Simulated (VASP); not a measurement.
Here is a VASP 6.6.1 calculation.

File INCAR:

```
  PREC = Accurate
  ENCUT = 520
  EDIFF = 1E-6
  ISMEAR = 0
  SIGMA = 0.1
  LREAL = False
  LASPH = True
  NELM = 150
  ALGO = Normal
  ISIF = 2
  LWAVE = False
  LCHARG = False
  METAGGA = R2SCAN
  LMIXTAU = True
  KPAR = 4
```

File KPOINTS:

```
regular mesh
0
Gamma
  16 16 10
```

The input POSCAR:

```
TaSn                                    
1.0
    3.1851946405      0.0000000000      0.0000000000
   -1.5925973152      2.7584594705      0.0000000000
    0.0000000000      0.0000000000      4.5914170991
  Ta              Sn            
     1     1
Direct
     0.0000000000000000    0.0000000000000000    0.5000000000000000
     0.6666666699999979    0.3333333300000021    0.0000000000000000
```

Potentials or basis: VASP PAW PBE potentials, release 64 (Ta_pv, Sn_d).

Run with:

```sh
$ cat potpaw_PBE.64/Ta_pv/POTCAR potpaw_PBE.64/Sn_d/POTCAR > POTCAR
$ mpirun -np 4 vasp_std > vasp.out
```

(1) What does it give for the pressure?

(2) What does it give for the band gap on the k mesh?

## Answers

(1) -2.6 GPa.

(2) none (metal or under the smearing width).

Caveat: the PAW data sets were made with another functional, which shifts forces and pressure a little.
